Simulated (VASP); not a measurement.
Input for VASP

INCAR:
```
# general
SYSTEM   =  WSe
PREC     =  Accurate
ENCUT    =  400
LREAL    =  .FALSE.
LASPH    =  .TRUE.   # aspherical one-centre terms

# electronic loop
EDIFF    =  1E-6   # SCF stop (eV)
NELM     =  100   # most electronic steps
ALGO     =  Normal   # blocked Davidson
LMAXMIX  =  6   # l cut-off of mixed one-centre charges

# smearing
ISMEAR   =  1   # Methfessel-Paxton
SIGMA    =  0.1

# functional
GGA      =  PS

# ions
IBRION   =  2
NSW      =  60   # most ionic steps
ISIF     =  3
EDIFFG   =  -0.01

# output
LWAVE    =  .FALSE.
LCHARG   =  .FALSE.
```

**POSCAR**
```
WSe
1.0
  3.1167802368   0.0000000000   0.0000000000
  0.0000000000   3.1167802368   0.0000000000
  0.0000000000   0.0000000000   3.1167802368
W Se
1 1
Direct
  0.0000000000   0.0000000000   0.0000000000
  0.5000000000   0.5000000000   0.5000000000
```

File KPOINTS:
```
Automatic mesh
0
Gamma
11 11 11
0 0 0
```

POTCAR, in this order: W_sv Se (PBE.64 set). Program: vasp_std.

### Question
Write an equivalent input for Ansatz.

### Answer
One equivalent input (not run):
Ansatz 0.2 input:
```yaml
crystal:
  lattice:
    - [3.1167802, 0.0000000, 0.0000000]
    - [0.0000000, 3.1167802, 0.0000000]
    - [0.0000000, 0.0000000, 3.1167802]
  atoms:
    - { symbol: W, position: [0.0000000, 0.0000000, 0.0000000] }
    - { symbol: Se, position: [0.5000000, 0.5000000, 0.5000000] }
kpoints:
  mp_grid: { grid: [11, 11, 11] }
hamiltonian:
  xc: pbesol
  pseudopotentials: { kind: paw }
scf:
  occupations: { method: methfessel_paxton, width: 0.1 }
  max_iter: 100
relax:
  max_steps: 60
  f_tol: 0.01
  cell: {}
output: { forces: true, stress: true, eigenvalues: true }
```
The two are equivalent in intent, not identical: each code has its own PAW files, so the cut-off isn't converted (ENCUT is set for VASP's; basis.ecutwfc is left out, and Ansatz then takes the one that its files recommend); Ansatz stops its SCF on the density residual and VASP on the energy change (EDIFF).

The structure was generated: WSe was put into the CsCl type type (Pm-3m), which need not be its known phase. This run relaxes it. Symmetry was kept, so distortions that lower it aren't found. The start is the result of an earlier pass.
